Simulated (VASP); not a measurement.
# HfSi2B4 (P6/mmm) in VASP: density of states with PBE

Aim: the density of states of HfSi2B4 with PBE.

Everything below comes from runs of VASP 6.6.1. Logs are shortened: lines on timing, memory, paths and dates and some standing lists are left out, and cuts for length are marked.

## (1) The structure

The structure is hexagonal, space group P6/mmm (No. 191). The conventional cell has a = 3.040 Å, b = 3.040 Å, c = 9.713 Å, α = 90.00°, β = 90.00°, γ = 120.00°. Hf (site symmetry 6/mmm) is surrounded by 12 B at 2.52 Å. Si (site symmetry 6mm) has 6 B at 2.48 Å and 1 Si at 2.58 Å as nearest neighbours. B (site symmetry 3m) is surrounded by 3 B at 1.76 Å.

The cell was built by a generator and needn't be a form met in nature.

## (2) Density of states, PBE

The input, POSCAR:

```
HfSi2B4                                 
1.0
    3.0398672550     -0.0000000000      0.0000000000
   -1.5199336276      2.6326022704     -0.0000000000
   -0.0000000000     -0.0000000000      9.7133848312
  Hf              Si              B             
     1     2     4
Direct
     0.0000000000000000    0.0000000000000000    0.0000000000000000
     0.0000000000000000    0.0000000000000000    0.6329079626603880
     1.0000000000000000    0.0000000000000000    0.3670920373396120
     0.6666666699999979    0.3333333300000021    0.1862321256175564
     0.3333333300000021    0.6666666699999979    0.1862321256175564
     0.3333333300000021    0.6666666699999979    0.8137678743824436
     0.6666666699999979    0.3333333300000021    0.8137678743824436
```

The input, INCAR.step1:

```
  ALGO = Normal
  EDIFF = 1E-7
  ENCUT = 520
  GGA = PE
  ISIF = 2
  ISMEAR = 0
  KPAR = 4
  LASPH = True
  LCHARG = True
  LMAXMIX = 4
  LREAL = False
  LWAVE = False
  NBANDS = 24
  NELM = 80
  PREC = Accurate
  SIGMA = 0.1
```

The input, KPOINTS.step1:

```
k-points
0
Gamma
  12 12 4
```

The input, INCAR.step2:

```
  ALGO = Normal
  EDIFF = 1E-7
  ENCUT = 520
  GGA = PE
  ICHARG = 11
  ISIF = 2
  ISMEAR = -5
  KPAR = 4
  LASPH = True
  LCHARG = False
  LMAXMIX = 4
  LORBIT = 11
  LREAL = False
  LWAVE = False
  NBANDS = 24
  NEDOS = 2001
  NELM = 80
  PREC = Accurate
  SIGMA = 0.1
```

The input, KPOINTS.step2:

```
k-points
0
Gamma
  18 18 6
```

Potentials or basis: VASP PAW PBE potentials, release 64 (Hf_pv, Si, B).

Launch:

```console
$ cat potpaw_PBE.64/Hf_pv/POTCAR potpaw_PBE.64/Si/POTCAR potpaw_PBE.64/B/POTCAR > POTCAR
$ cp INCAR.step1 INCAR
$ cp KPOINTS.step1 KPOINTS
$ mpirun -np 4 vasp_std > vasp.out
$ cp INCAR.step2 INCAR
$ cp KPOINTS.step2 KPOINTS
$ mpirun -np 4 vasp_std > vasp.out
```

OUTCAR:

```text
EDIFF = 1E-7
   ENCUT = 520
   GGA = PE
   ICHARG = 11
   ISIF = 2
   ISMEAR = -5
   LASPH = True
   LORBIT = 11
   LREAL = False
   NELM = 80
   PREC = Accurate

 ion  position               nearest neighbor table
   1  0.000  0.000  0.000-   4 2.52   5 2.52   6 2.52   7 2.52   4 2.52   7 2.52   5 2.52   6 2.52
                             4 2.52   7 2.52   5 2.52   6 2.52
   2  0.000  0.000  0.633-   6 2.48   7 2.48   7 2.48   6 2.48   7 2.48   6 2.48   3 2.58
   3  0.000  0.000  0.367-   4 2.48   5 2.48   4 2.48   5 2.48   4 2.48   5 2.48   2 2.58
   4  0.667  0.333  0.186-   5 1.76   5 1.76   5 1.76   3 2.48   3 2.48   3 2.48   1 2.52   1 2.52
                             1 2.52
   5  0.333  0.667  0.186-   4 1.76   4 1.76   4 1.76   3 2.48   3 2.48   3 2.48   1 2.52   1 2.52
                             1 2.52
   6  0.333  0.667  0.814-   7 1.76   7 1.76   7 1.76   2 2.48   2 2.48   2 2.48   1 2.52   1 2.52
                             1 2.52
   7  0.667  0.333  0.814-   6 1.76   6 1.76   6 1.76   2 2.48   2 2.48   2 2.48   1 2.52   1 2.52
                             1 2.52

  LATTYP: Found a hexagonal cell.
 ALAT       =     3.0398672550
 C/A-ratio  =     3.1953319064

  Lattice vectors:

 A1 = (   3.0398672550,   0.0000000000,   0.0000000000)
 A2 = (  -1.5199336276,   2.6326022704,   0.0000000000)
 A3 = (   0.0000000000,   0.0000000000,   9.7133848312)

Analysis of symmetry for initial positions (statically):
=====================================================================
 Subroutine PRICEL returns:
 Original cell was already a primitive cell.

 Routine SETGRP: Setting up the symmetry group for a
 hexagonal supercell.

 Subroutine GETGRP returns: Found 24 space group operations
 (whereof 24 operations were pure point group operations)
 out of a pool of 24 trial point group operations.

The static configuration has the point symmetry D_6h.

Analysis of symmetry for dynamics (positions and initial velocities):
=====================================================================
 Subroutine PRICEL returns:
 Original cell was already a primitive cell.

 Routine SETGRP: Setting up the symmetry group for a
 hexagonal supercell.

 Subroutine GETGRP returns: Found 24 space group operations
 (whereof 24 operations were pure point group operations)
 out of a pool of 24 trial point group operations.

The dynamic configuration has the point symmetry D_6h.

 Subroutine INISYM returns: Found 24 space group operations
 (whereof 24 operations are pure point group operations),
 and found     1 'primitive' translations

----------------------------------------------------------------------------------------

                                     Primitive cell

  volume of cell :      77.7339

  direct lattice vectors                    reciprocal lattice vectors
     3.039867255  0.000000000  0.000000000     0.328961733  0.189926145  0.000000000
    -1.519933628  2.632602270  0.000000000     0.000000000  0.379852290  0.000000000
     0.000000000  0.000000000  9.713384831     0.000000000  0.000000000  0.102950724

  length of vectors
     3.039867255  3.039867258  9.713384831     0.379852290  0.379852290  0.102950724

  position of ions in fractional coordinates (direct lattice)
     0.000000000  0.000000000  0.000000000
     0.000000000  0.000000000  0.632907963
     0.000000000  0.000000000  0.367092037
     0.666666670  0.333333330  0.186232126
     0.333333330  0.666666670  0.186232126
     0.333333330  0.666666670  0.813767874
     0.666666670  0.333333330  0.813767874

  ion indices of the primitive-cell ions
   primitive index   ion index
                 1           1
                 2           2
                 3           3
                 4           4
                 5           5
                 6           6
                 7           7

----------------------------------------------------------------------------------------

 KPOINTS: k-points

Automatic generation of k-mesh.
 Grid dimensions read from file:
 generate k-points for:   18   18    6

 Generating k-lattice:

  Cartesian coordinates                     Fractional coordinates (reciprocal lattice)
     0.018275652  0.010551452  0.000000000     0.055555556  0.000000000  0.000000000
     0.000000000  0.021102905  0.000000000     0.000000000  0.055555556  0.000000000
     0.000000000  0.000000000  0.017158454     0.000000000  0.000000000  0.166666667

  Length of vectors
     0.021102905  0.021102905  0.017158454

  Shift w.r.t. Gamma in fractional coordinates (k-lattice)
     0.000000000  0.000000000  0.000000000

 TETIRR: Found   1977 inequivalent tetrahedra from    11664

 Subroutine IBZKPT returns following result:
 ===========================================

 Found    148 irreducible k-points:

 Following reciprocal coordinates:
            Coordinates               Weight
  0.000000  0.000000  0.000000      1.000000
  0.055556  0.000000  0.000000      6.000000
  0.111111  0.000000  0.000000      6.000000
  0.166667  0.000000  0.000000      6.000000
  0.222222  0.000000  0.000000      6.000000
  0.277778  0.000000  0.000000      6.000000
[... 16 lines left out ...]
  0.333333  0.111111  0.000000     12.000000
  0.388889  0.111111  0.000000     12.000000
 [... further k-points ...]
   k-points           NKPTS =    148   k-points in BZ     NKDIM =    148   number of bands    NBANDS=     24
   number of dos      NEDOS =   2001   number of ions     NIONS =      7
   total plane-waves  NPLWV =  41472
   dimension x,y,z NGX =    24 NGY =   24 NGZ =   72
   dimension x,y,z NGXF=    48 NGYF=   48 NGZF=  144
   ions per type =               1   2   4
   NGX,Y,Z   is equivalent  to a cutoff of  13.13, 13.13, 12.32 a.u.
   NGXF,Y,Z  is equivalent  to a cutoff of  26.25, 26.25, 24.65 a.u.
 SYSTEM =  unknown system
   PREC   = accura    normal or accurate (medium, high low for compatibility)
   ISTART =      0    job   : 0-new  1-cont  2-samecut
   ICHARG =     11    charge: 1-file 2-atom 10-const
   ISPIN  =      1    spin polarized calculation?
   LNONCOLLINEAR =      F non collinear calculations
   LSORBIT =      F    spin-orbit coupling
   LASPH  =      T    aspherical Exc in radial PAW
   ENCUT  =  520.0 eV  38.22 Ry    6.18 a.u.   5.65  5.65 18.06*2*pi/ulx,y,z
   NELM   =     80;   NELMIN=  2; NELMDL=  0     # of ELM steps
   EDIFF  = 0.1E-06   stopping-criterion for ELM
   LREAL  =      F    real-space projection
   EDIFFG = 0.1E-05   stopping-criterion for IOM
   NSW    =      0    number of steps for IOM
   IBRION =     -1    ionic relax: 0-MD 1-quasi-New 2-CG
   NFREE  =      0    steps in history (QN), initial steepest desc. (CG)
   ISIF   =      2    stress and relaxation
   ISYM   =      2    0-nonsym 1-usesym 2-fastsym
   POTIM  = 0.5000    time-step for ionic-motion
   TEBEG  =    0.0;   TEEND  =   0.0 temperature during run
   PSTRESS=    0.0 pullay stress
   NELECT =      30.0000    total number of electrons
   NUPDOWN=      -1.0000    fix difference up-down
   EMIN   =  10.00;   EMAX   =-10.00  energy-range for DOS
   EFERMI =   0.00;   METHOD = LEGACY
   ISMEAR =    -5;   SIGMA  =   0.10  broadening in eV -4-tet -1-fermi 0-gaus
   EFERMI_NEDOS =   21; number of points for ismear=-14 and -15
   IALGO  =     38    algorithm
   IMIX   =      4    mixing-type and parameters
     AMIX     =   0.40;   BMIX     =  1.00
     AMIX_MAG =   1.60;   BMIX_MAG =  1.00
  volume/ion in A,a.u.               =      11.10        74.94
  Fermi-wavevector in a.u.,A,eV,Ry     =   1.191914  2.252392 19.329254  1.420660
  Thomas-Fermi vector in A             =   2.327965
   LORBIT       =     11    0 simple, 1 ext, 2 COOP (PROOUT), +10 PAW based schemes
   GGA     = PE    functional components
   LHFCALC =     F    Hartree Fock is set to
   AEXX    =    0.0000 exact exchange contribution
   IVDW    =     0    specifies the selected vdW correction
   LEPSILON=     F    determine dielectric tensor
   LRPA    =     F    only Hartree local field effects (RPA)
 non-spin polarized calculation
 Fermi weights with tetrahedron method with Bloechl corrections
  energy-cutoff  :      520.00
  volume of cell :       77.73
 maximum number of plane-waves:      2130
 NGX is ok and might be reduce to    24

 number of electron      30.0000002 magnetization

 Free energy of the ion-electron system (eV)
  ---------------------------------------------------
  ext. energy  EPLUGINS =         0.00000000
  ---------------------------------------------------
  free energy    TOTEN  =       -47.35135320 eV

  energy without entropy =      -47.35135320  energy(sigma->0) =      -47.35135320

 E-fermi :   7.8527     XC(G=0): -11.5494

 val. band max:        8.0004731517   @ k =   0.3333   0.3333   0.3333
 cond. band min:       7.7654124344   @ k =   0.3889   0.2222   0.0000
 fundamental gap:     -0.2350607173
 Fermi energy:         7.8527032526

 k-point     1 :       0.0000    0.0000    0.0000
  band No.  band energies     occupation
      1     -22.9214      2.00000
      2     -22.1547      2.00000
      3     -22.1547      2.00000
      4      -6.6951      2.00000
      5      -5.9607      2.00000
      6      -3.0040      2.00000
[... 16 lines left out ...]
     23      13.8666      0.00000
     24      13.9782      0.00000

 k-point     2 :       0.0556    0.0000    0.0000
  band No.  band energies     occupation
      1     -22.9154      2.00000
      2     -22.1868      2.00000
      3     -22.1616      2.00000
      4      -6.6341      2.00000
      5      -5.9096      2.00000
      6      -2.9318      2.00000
[... 16 lines left out ...]
     23      13.7624      0.00000
     24      14.3012      0.00000
[... 565 lines left out ...]
     23      13.2625      0.00000
     24      13.7252      0.00000

 k-point    24 :       0.3889    0.1111    0.0000
  band No.  band energies     occupation
      1     -23.0775      2.00000
      2     -22.7186      2.00000
      3     -22.4486      2.00000
      4      -2.9192      2.00000
      5      -2.7375      2.00000
      6      -0.9794      2.00000
[... 16 lines left out ...]
     23      13.2698      0.00000
     24      13.7682      0.00000

 [... further k-points ...]
[... 5 lines left out ...]
  --------------------------------------------------------------------------------------
  -------------------------------------------------------------------------------------
  Total       -0.0649233     -0.0649233     -0.1697691      0.0000000      0.0000000      0.0000000
  in kB       -1.3381366     -1.3381366     -3.4991195      0.0000000      0.0000000      0.0000000
  external PRESSURE =      -2.0584642 kB  Pullay stress =       0.0000000 kB

 VOLUME and BASIS-vectors are now :
 -----------------------------------------------------------------------------
  energy-cutoff  :      520.00
  volume of cell :       77.73
      direct lattice vectors                 reciprocal lattice vectors
     3.039867255  0.000000000  0.000000000     0.328961733  0.189926145  0.000000000
    -1.519933628  2.632602270  0.000000000     0.000000000  0.379852290  0.000000000
     0.000000000  0.000000000  9.713384831     0.000000000  0.000000000  0.102950724

 POSITION                                       TOTAL-FORCE (eV/Angst)
 -----------------------------------------------------------------------------------
      0.00000      0.00000      0.00000        -0.000000      0.000000      0.000000
      0.00000      0.00000      6.14768         0.000000      0.000000     -0.075316
      0.00000      0.00000      3.56571        -0.000000      0.000000      0.075316
      1.51993      0.87753      1.80894        -0.000000     -0.000000     -0.016083
     -0.00000      1.75507      1.80894         0.000000     -0.000000     -0.016083
     -0.00000      1.75507      7.90444         0.000000      0.000000      0.016083
      1.51993      0.87753      7.90444        -0.000000     -0.000000      0.016083
 -----------------------------------------------------------------------------------
    total drift:                                0.000000     -0.000000      0.000000

  FREE ENERGIE OF THE ION-ELECTRON SYSTEM (eV)
  ---------------------------------------------------
  free  energy   TOTEN  =       -47.3513531976 eV

  energy  without entropy=      -47.3513531976  energy(sigma->0) =      -47.35135320

 total charge

# of ion       s       p       d       tot
------------------------------------------
    1        0.322   6.576   1.843   8.741
    2        0.901   0.579   0.000   1.480
    3        0.901   0.579   0.000   1.480
    4        0.679   1.276   0.000   1.955
    5        0.679   1.276   0.000   1.955
    6        0.679   1.276   0.000   1.955
    7        0.679   1.276   0.000   1.955
--------------------------------------------------
tot          4.840  12.837   1.843  19.520
```

Run time: 2 min. Hardware: 4 MPI ranks of Intel Xeon Platinum 8375C at 2.90GHz (Ice Lake), shared host; peak memory 0.37 GiB.

Results:

| Item | Value |
| --- | --- |
| Valence electrons inside the program's atomic spheres | Hf 8.74; Si 1.48; B 1.96 |

States per cell in windows of 1 eV (zero at the Fermi level; states under -8 eV left out):
```
from (eV)  total  Hf1_d  Si2_p  Si3_p  B4_p  B5_p  B6_p
     -8.0   1.82   0.09   0.02   0.02  0.08  0.08  0.08
     -7.0   1.65   0.08   0.04   0.04  0.09  0.09  0.09
     -6.0   2.19   0.14   0.08   0.08  0.15  0.15  0.15
     -5.0   3.20   0.24   0.13   0.13  0.24  0.24  0.24
     -4.0   2.28   0.24   0.06   0.06  0.20  0.20  0.20
     -3.0   2.17   0.33   0.05   0.05  0.16  0.16  0.16
     -2.0   2.06   0.30   0.04   0.04  0.11  0.11  0.11
     -1.0   1.74   0.26   0.08   0.08  0.07  0.07  0.07
      0.0   1.81   0.37   0.11   0.11  0.06  0.06  0.06
      1.0   3.16   0.50   0.26   0.26  0.10  0.10  0.10
      2.0   2.72   0.59   0.18   0.18  0.08  0.08  0.08
      3.0   2.80   0.58   0.22   0.22  0.08  0.08  0.08
      4.0   2.86   0.62   0.22   0.22  0.09  0.09  0.09
      5.0   3.10   0.81   0.20   0.20  0.11  0.11  0.11
      6.0   1.56   0.40   0.09   0.09  0.06  0.06  0.06
      7.0   0.00   0.00   0.00   0.00  0.00  0.00  0.00
```

Caveat: tetrahedron occupations give inexact forces and stress in metals.
